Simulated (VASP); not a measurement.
Given:

```
O2Si
1.0
    4.21598     0.00000     0.00000
    0.00000     4.21598     0.00000
    0.00000     0.00000     2.68780
Si O
2 4
Cartesian
  4.21598   4.21598   0.00000
  2.10799   2.10799   1.34390
  1.29122   1.29122   0.00000
  3.39921   0.81676   1.34390
  0.81676   3.39921   1.34390
  2.92475   2.92475   2.68780
```

Level of theory: PBE GGA with D3 dispersion (zero damping), VASP's PBE PAW potentials (set 64) (plane waves; VASP). Settings: 520 eV cut-off, 6×6×9 Γ-centred mesh, tetrahedra with Blöchl corrections, potentials Si O.

The cores are frozen, which limits the accuracy of field gradients.

### Question
Give the principal components of the electric field gradient (V/Å²) and the asymmetry η at each nucleus.

### Answer

| atom | Vxx | Vyy | Vzz | η |
|---|---|---|---|---|
| Si1 | -17.7 | -4.0 | 21.7 | 0.63 |
| Si2 | -17.7 | -4.0 | 21.7 | 0.63 |
| O3 | 64.6 | 48.2 | -112.8 | 0.14 |
| O4 | 64.6 | 48.2 | -112.8 | 0.14 |
| O5 | 64.6 | 48.2 | -112.8 | 0.14 |
| O6 | 64.6 | 48.2 | -112.8 | 0.14 |

The compound is SiO2 in the rutile structure, stishovite, a high-pressure form. It was relaxed first.
